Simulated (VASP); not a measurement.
Computed with PBE GGA with D3 dispersion (Becke-Johnson damping), VASP's PBE PAW potentials (set 64) (plane waves; VASP).

The input files of a VASP run:

File POSCAR:
```
Er
10.9066310
  0.1622191919  -0.2809718429   0.0000000000
  0.1622191919   0.2809718429   0.0000000000
  0.0000000000   0.0000000000   0.4999999786
Er
2
Cart
  0.1622191919   0.0936574683   0.1249999947
  0.1622191919  -0.0936574683   0.3749999840
```

KPOINTS:
```
Automatic mesh
0
Gamma
13 13 8
0 0 0
```

### INCAR
```
# general
SYSTEM   =  Er
PREC     =  Accurate
ENCUT    =  520   # plane-wave cut-off (eV)
LREAL    =  .FALSE.
LASPH    =  .TRUE.   # aspherical one-centre terms

# electronic loop
EDIFF    =  1E-7   # SCF stop (eV)
NELM     =  100   # most electronic steps
ALGO     =  Normal
LMAXMIX  =  6   # l cut-off of mixed one-centre charges

# smearing
ISMEAR   =  -5

# functional
GGA      =  PE   # PBE
IVDW     =  12   # D3, Becke-Johnson

# ions
ISIF     =  2

# output
LWAVE    =  .FALSE.
LCHARG   =  .TRUE.
LORBIT   =  11   # lm-projected
NEDOS    =  601   # DOS grid
```

POTCAR, in this order: Er_3 (PBE.64 set). Program: vasp_std.

Output

OSZICAR:
```
       N       E                     dE             d eps       ncg     rms          rms(c)
DAV:   1     0.488767182185E+02    0.48877E+02   -0.86319E+03  4568   0.137E+03
DAV:   2    -0.628853893607E+01   -0.55165E+02   -0.53932E+02  4565   0.555E+02
DAV:   3    -0.883804940960E+01   -0.25495E+01   -0.24087E+01  4844   0.627E+01
DAV:   4    -0.896445925349E+01   -0.12641E+00   -0.11956E+00  4871   0.107E+01
DAV:   5    -0.896931914671E+01   -0.48599E-02   -0.47908E-02  4672   0.205E+00    0.254E+01
DAV:   6    -0.896777500720E+01    0.15441E-02   -0.29676E-02  4597   0.344E+00    0.151E+01
DAV:   7    -0.897923333393E+01   -0.11458E-01   -0.50697E-02  4465   0.441E+00    0.382E-01
DAV:   8    -0.897902804990E+01    0.20528E-03   -0.32297E-03  4426   0.776E-01    0.983E-02
DAV:   9    -0.897902924227E+01   -0.11924E-05   -0.20215E-04  4677   0.200E-01    0.315E-02
DAV:  10    -0.897902365124E+01    0.55910E-05   -0.26525E-05  4613   0.648E-02    0.430E-02
DAV:  11    -0.897902431883E+01   -0.66760E-06   -0.22949E-06  4566   0.187E-02    0.387E-03
DAV:  12    -0.897902462580E+01   -0.30697E-06   -0.18005E-07  2890   0.668E-03    0.186E-03
DAV:  13    -0.897902459008E+01    0.35722E-07   -0.34213E-08  2520   0.798E-03
   1 F= -.96648379E+01 E0= -.96648379E+01  d E =0.000000E+00
```

### OUTCAR
```
------------------------ aborting loop because EDIFF is reached ----------------------------------------
 Edisp (eV)   -0.68581
  FORCE on cell =-STRESS in cart. coord.  units (eV):
  Direction    XX          YY          ZZ          XY          YZ          ZX
  --------------------------------------------------------------------------------------
  Total      -0.00172    -0.00172     0.16206     0.00000    -0.00000     0.00000
  in kB      -0.04650    -0.04650     4.39075     0.00000    -0.00000     0.00000
  external pressure =        1.43 kB  Pullay stress =        0.00 kB
  volume of cell :       59.13
      direct lattice vectors                 reciprocal lattice vectors
     1.769264867 -3.064456212  0.000000000     0.282603249 -0.163161085  0.000000000
     1.769264867  3.064456212  0.000000000     0.282603249  0.163161085  0.000000000
     0.000000000  0.000000000  5.453315267     0.000000000  0.000000000  0.183374691
 POSITION                                       TOTAL-FORCE (eV/Angst)
 -----------------------------------------------------------------------------------
      1.76926      1.02149      1.36333        -0.000000      0.000000      0.000000
      1.76926     -1.02149      4.08999         0.000000     -0.000000      0.000000
 -----------------------------------------------------------------------------------
    total drift:                               -0.000002      0.000085     -0.000012
  FREE ENERGIE OF THE ION-ELECTRON SYSTEM (eV)
  ---------------------------------------------------
  free  energy   TOTEN  =        -9.6648378858 eV

  energy  without entropy=       -9.6648378858  energy(sigma->0) =       -9.66483789

 total charge

# of ion       s       p       d       tot
------------------------------------------
    1        0.523   6.553   1.116   8.192
    2        0.523   6.553   1.116   8.192
--------------------------------------------------
tot          1.046  13.105   2.233  16.384
```
(Selected blocks of OUTCAR.)

**OUTCAR**
```
 val. band max:        3.1423676404   @ k =   0.2308  -0.0000   0.1250

 cond. band min:       3.1647684315   @ k =   0.1538   0.0769   0.2500


 Fermi energy:         3.1577748980

 k-point     1 :       0.0000    0.0000    0.0000
  band No.  band energies     occupation
      1     -21.7957      2.00000
      2     -21.2239      2.00000
      3     -21.2239      2.00000
      4     -21.1049      2.00000
      5     -21.1049      2.00000
      6     -21.0470      2.00000
      7      -2.3948      2.00000
      8       0.8807      2.00000
      9       4.4251      0.00000
     10       5.1233      0.00000
     11       5.1233      0.00000
     12       5.6875      0.00000
     13       5.9098      0.00000

 k-point     2 :       0.0769    0.0000    0.0000
  band No.  band energies     occupation
      1     -21.7830      2.00000
      2     -21.2483      2.00000
      3     -21.2326      2.00000
      4     -21.1311      2.00000
      5     -21.1078      2.00000
      6     -21.0536      2.00000
      7      -2.2494      2.00000
      8       1.0213      2.00000
      9       4.2579      0.00000
     10       4.7595      0.00000
     11       5.2615      0.00000
     12       5.7575      0.00000
     13       5.9909      0.00000

 k-point     3 :       0.1538    0.0000    0.0000
  band No.  band energies     occupation
      1     -21.7461      2.00000
      2     -21.3161      2.00000
      3     -21.2560      2.00000
      4     -21.2021      2.00000
      5     -21.1163      2.00000
      6     -21.0734      2.00000
      7      -1.8299      2.00000
      8       1.4062      2.00000
      9       3.8279     -0.00102
     10       4.1638      0.00000
     11       5.3182      0.00000
     12       5.6937      0.00000
     13       5.8194      0.00000

 k-point     4 :       0.2308   -0.0000    0.0000
  band No.  band energies     occupation
      1     -21.6895      2.00000
      2     -21.4122      2.00000
      3     -21.2982      2.00000
...
```

The 4f electrons are frozen in the core of the lanthanide potential, so 4f levels, which can set the real gap, and their magnetism are missing. For a metal the tetrahedron method with Blöchl corrections gives inexact stress and forces.

The compound is Er in the hcp structure. It was relaxed first.
